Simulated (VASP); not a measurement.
These are optB88-vdW, VASP's PBE PAW potentials (set 64) (plane waves; VASP) values and carry that method's errors.

The input files of a VASP run:

File KPOINTS:
```
Regular mesh
0
G
10 10 7
```

**INCAR**
```
ISMEAR=1   ! Methfessel-Paxton
ENCUT=520   ! plane-wave cut-off (eV)
NELM=100   ! most electronic steps
LASPH=.TRUE.
ISIF=4   ! ions and shape, fixed volume
GGA=BO
EDIFFG=-0.01
AGGAC=0.0
PREC=Accurate
SYSTEM=P
ALGO=Normal   ! blocked Davidson
LWAVE=.FALSE.
IBRION=2   ! conjugate gradients
NSW=30   ! most ionic steps
LCHARG=.FALSE.
LUSE_VDW=.TRUE.
PARAM1=0.1833333333
EDIFF=1E-7
LREAL=.FALSE.
SIGMA=0.1   ! width (eV)
PARAM2=0.22
```

### POSCAR
```
P
1
    1.6342114036    -5.2378920756     0.0000000000
    1.6342114036     5.2378920756     0.0000000000
    0.0000000000     0.0000000000     4.3755055242
P
4
Direct
  0.1009051170   0.8990948830   0.9179697005
  0.3990948830   0.6009051170   0.4179697005
  0.6009051170   0.3990948830   0.5820302995
  0.8990948830   0.1009051170   0.0820302995
```

POTCAR, in this order: P (PBE.64 set). Program: vasp_std.

What VASP printed:

**OSZICAR**
```
       N       E                     dE             d eps       ncg     rms          rms(c)
DAV:   1     0.728044163515E+02    0.72804E+02   -0.85342E+03  3472   0.122E+03
DAV:   2    -0.115467305311E+02   -0.84351E+02   -0.81832E+02  4508   0.179E+02
DAV:   3    -0.158481828579E+02   -0.43015E+01   -0.42698E+01  4722   0.441E+01
DAV:   4    -0.159089671505E+02   -0.60784E-01   -0.60713E-01  4396   0.607E+00
DAV:   5    -0.159102578361E+02   -0.12907E-02   -0.12903E-02  4802   0.811E-01    0.937E+00
DAV:   6    -0.158033875730E+02    0.10687E+00   -0.12503E-01  4120   0.208E+00    0.565E+00
DAV:   7    -0.157736342129E+02    0.29753E-01   -0.20809E-01  4312   0.274E+00    0.455E-01
DAV:   8    -0.157724480511E+02    0.11862E-02   -0.15052E-02  4222   0.819E-01    0.113E-01
DAV:   9    -0.157725137522E+02   -0.65701E-04   -0.56308E-04  4732   0.177E-01    0.636E-02
DAV:  10    -0.157725194569E+02   -0.57047E-05   -0.43809E-05  4312   0.424E-02    0.268E-02
DAV:  11    -0.157725288068E+02   -0.93499E-05   -0.12025E-05  4312   0.337E-02    0.375E-03
DAV:  12    -0.157725291232E+02   -0.31637E-06   -0.41446E-07  4662   0.491E-03    0.189E-03
DAV:  13    -0.157725291276E+02   -0.43860E-08   -0.70589E-08  2912   0.241E-03
   1 F= -.15772529E+02 E0= -.15772516E+02  d E =-.157725E+02
       N       E                     dE             d eps       ncg     rms          rms(c)
DAV:   1    -0.157990324176E+02   -0.26503E-01   -0.18068E+00  3472   0.771E+00    0.697E-01
DAV:   2    -0.158081094093E+02   -0.90770E-02   -0.11229E-01  4720   0.231E+00    0.315E-01
DAV:   3    -0.158069297191E+02    0.11797E-02   -0.25505E-03  4318   0.384E-01    0.240E-01
DAV:   4    -0.158065791425E+02    0.35058E-03   -0.25297E-03  4504   0.316E-01    0.504E-02
DAV:   5    -0.158066050617E+02   -0.25919E-04   -0.42725E-04  4138   0.142E-01    0.515E-02
DAV:   6    -0.158066105639E+02   -0.55022E-05   -0.25360E-05  4636   0.372E-02    0.215E-02
DAV:   7    -0.158066105695E+02   -0.56057E-08   -0.31077E-06  4222   0.127E-02    0.129E-02
DAV:   8    -0.158066107298E+02   -0.16029E-06   -0.39731E-07  4144   0.467E-03    0.660E-03
DAV:   9    -0.158066107868E+02   -0.57007E-07   -0.35474E-08  2318   0.163E-03
   2 F= -.15806611E+02 E0= -.15806555E+02  d E =-.340817E-01
       N       E                     dE             d eps       ncg     rms          rms(c)
DAV:   1    -0.158090255775E+02   -0.24148E-02   -0.71322E-01  3472   0.483E+00    0.443E-01
DAV:   2    -0.158127348041E+02   -0.37092E-02   -0.44791E-02  4726   0.146E+00    0.185E-01
DAV:   3    -0.158122861679E+02    0.44864E-03   -0.97479E-04  4310   0.240E-01    0.136E-01
DAV:   4    -0.158121611901E+02    0.12498E-03   -0.95468E-04  4522   0.195E-01    0.295E-02
DAV:   5    -0.158121695280E+02   -0.83379E-05   -0.16834E-04  4090   0.888E-02    0.311E-02
DAV:   6    -0.158121714277E+02   -0.18997E-05   -0.95239E-06  4648   0.228E-02    0.136E-02
DAV:   7    -0.158121714913E+02   -0.63562E-07   -0.10723E-06  4302   0.746E-03    0.831E-03
DAV:   8    -0.158121715569E+02   -0.65617E-07   -0.14283E-07  2498   0.295E-03
   3 F= -.15812172E+02 E0= -.15812104E+02  d E =-.396424E-01
       N       E                     dE             d eps       ncg     rms          rms(c)
DAV:   1    -0.158172090365E+02   -0.50375E-02   -0.48471E-01  3844   0.417E+00    0.450E-01
DAV:   2    -0.158182801443E+02   -0.10711E-02   -0.33005E-02  4672   0.123E+00    0.172E-01
DAV:   3    -0.158179209724E+02    0.35917E-03   -0.14819E-03  4606   0.265E-01    0.857E-02
DAV:   4    -0.158178882414E+02    0.32731E-04   -0.38143E-04  4598   0.126E-01    0.250E-02
DAV:   5    -0.158178948808E+02   -0.66395E-05   -0.32981E-05  4180   0.407E-02    0.136E-02
DAV:   6    -0.158178959516E+02   -0.10707E-05   -0.32116E-06  4686   0.132E-02    0.601E-03
DAV:   7    -0.158178962394E+02   -0.28781E-06   -0.31897E-07  3788   0.433E-03    0.121E-03
DAV:   8    -0.158178963014E+02   -0.62065E-07   -0.58658E-08  2348   0.217E-03
   4 F= -.15817896E+02 E0= -.15817873E+02  d E =-.572474E-02
       N       E                     dE             d eps       ncg     rms          rms(c)
DAV:   1    -0.158180578392E+02   -0.16160E-03   -0.10455E-02  3820   0.612E-01    0.676E-02
DAV:   2    -0.158180793761E+02   -0.21537E-04   -0.71596E-04  4674   0.182E-01    0.254E-02
DAV:   3    -0.158180715993E+02    0.77768E-05   -0.32541E-05  4580   0.391E-02    0.128E-02
DAV:   4    -0.158180709198E+02    0.67952E-06   -0.85575E-06  4630   0.188E-02    0.378E-03
DAV:   5    -0.158180710866E+02   -0.16680E-06   -0.74398E-07  4108   0.614E-03    0.203E-03
DAV:   6    -0.158180711090E+02   -0.22385E-07   -0.58381E-08  2324   0.195E-03
   5 F= -.15818071E+02 E0= -.15818032E+02  d E =-.589955E-02
       N       E                     dE             d eps       ncg     rms          rms(c)
DAV:   1    -0.158191197294E+02   -0.10486E-02   -0.44388E-02  3598   0.129E+00    0.195E-01
DAV:   2    -0.158187895967E+02    0.33013E-03   -0.29126E-03  4636   0.375E-01    0.726E-02
DAV:   3    -0.158185647740E+02    0.22482E-03   -0.41037E-04  4296   0.134E-01    0.324E-02
DAV:   4    -0.158185418624E+02    0.22912E-04   -0.13756E-04  4558   0.735E-02    0.962E-03
DAV:   5    -0.158185421212E+02   -0.25882E-06   -0.10070E-05  4386   0.227E-02    0.775E-03
DAV:   6    -0.158185423646E+02   -0.24339E-06   -0.78926E-07  4324   0.658E-03    0.268E-03
DAV:   7    -0.158185423905E+02   -0.25904E-07   -0.10084E-07  2318   0.246E-03
   6 F= -.15818542E+02 E0= -.15818491E+02  d E =-.471282E-03
```

File OUTCAR:
```
------------------------ aborting loop because EDIFF is reached ----------------------------------------
  FORCE on cell =-STRESS in cart. coord.  units (eV):
  Direction    XX          YY          ZZ          XY          YZ          ZX
  --------------------------------------------------------------------------------------
  Total        0.9070322      0.9391591      0.8978005      0.0000000      0.0000000      0.0000000
  in kB       19.4003809     20.0875398     19.2029254      0.0000000      0.0000000      0.0000000
  external PRESSURE =      19.5636153 kB  Pullay stress =       0.0000000 kB
  volume of cell :       74.91
      direct lattice vectors                 reciprocal lattice vectors
     1.667451600 -5.189856186  0.000000000     0.299858778 -0.096341783  0.000000000
     1.667451600  5.189856186 -0.000000000     0.299858778  0.096341783 -0.000000000
     0.000000000  0.000000000  4.327972162     0.000000000  0.000000000  0.231055091
 POSITION                                       TOTAL-FORCE (eV/Angst)
 -----------------------------------------------------------------------------------
      1.66745      4.10684      3.99294         0.000000     -0.001089      0.001247
      1.66745      1.08301      1.82896         0.000000      0.001089      0.001247
      1.66745     -1.08301      2.49902         0.000000     -0.001089     -0.001247
      1.66745     -4.10684      0.33503         0.000000      0.001089     -0.001247
 -----------------------------------------------------------------------------------
    total drift:                                0.000000      0.000000     -0.000000
  FREE ENERGIE OF THE ION-ELECTRON SYSTEM (eV)
  ---------------------------------------------------
  free  energy   TOTEN  =       -15.8185423905 eV

  energy  without entropy=      -15.8183877666  energy(sigma->0) =      -15.81849085

 reached required accuracy - stopping structural energy minimisation
```
(Selected blocks of OUTCAR.)

CONTCAR:
```
P
   1.00000000000000
     1.6674516002658186   -5.1898561855268621    0.0000000000000000
     1.6674516002658186    5.1898561855268621   -0.0000000000000000
     0.0000000000000000    0.0000000000000000    4.3279721616621734
  P
     4
Direct
     0.1043393109341365    0.8956606890658635    0.9225898332745220
     0.3956606890658635    0.6043393109341365    0.4225898332745221
     0.6043393109341365    0.3956606890658635    0.5774101667254780
     0.8956606890658635    0.1043393109341365    0.0774101667254779
```

### OUTCAR
```
 val. band max:        6.7276929681   @ k =   0.5000   0.4000   0.0000

 cond. band min:       6.7852258499   @ k =   0.5000   0.4000   0.0000


 Fermi energy:         6.7780330868

 k-point     1 :       0.0000    0.0000    0.0000
  band No.  band energies     occupation
      1      -9.0259      2.00000
      2      -5.9707      2.00000
      3      -2.7025      2.00000
      4      -0.2619      2.00000
      5       1.8316      2.00000
      6       2.0179      2.00000
      7       2.7125      2.00000
      8       3.8370      2.00000
      9       4.0791      2.00000
     10       5.2611      2.00000
     11       7.5548     -0.00000
     12       8.0001     -0.00000
     13       8.6371     -0.00000
     14       9.8097      0.00000

 k-point     2 :       0.1000    0.0000    0.0000
  band No.  band energies     occupation
      1      -8.9028      2.00000
      2      -5.8672      2.00000
      3      -2.7870      2.00000
      4      -0.1408      2.00000
      5       1.6131      2.00000
      6       1.9376      2.00000
      7       2.1728      2.00000
      8       3.7788      2.00000
      9       3.8879      2.00000
     10       5.3777      2.00000
     11       7.6854     -0.00000
     12       8.8399      0.00000
     13       9.2426      0.00000
     14       9.4825      0.00000

 k-point     3 :       0.2000    0.0000    0.0000
  band No.  band energies     occupation
      1      -8.5364      2.00000
      2      -5.5558      2.00000
      3      -3.1478      2.00000
      4       0.2125      2.00000
      5       0.4707      2.00000
      6       1.3907      2.00000
      7       2.2376      2.00000
      8       3.5582      2.00000
      9       4.0158      2.00000
     10       5.4777      2.00000
     11       7.8510     -0.00000
     12       8.3623     -0.00000
     13       9.7416      0.00000
     14      10.0364      0.00000

 k-point     4 :       0.3000    0.0000    0.0000
  band No.  band energies     occupation
...
```

The compound is P in the black structure. This cell is one point of a volume scan, at 0.94 of the reference volume. Symmetry was kept, so distortions that lower it aren't found.
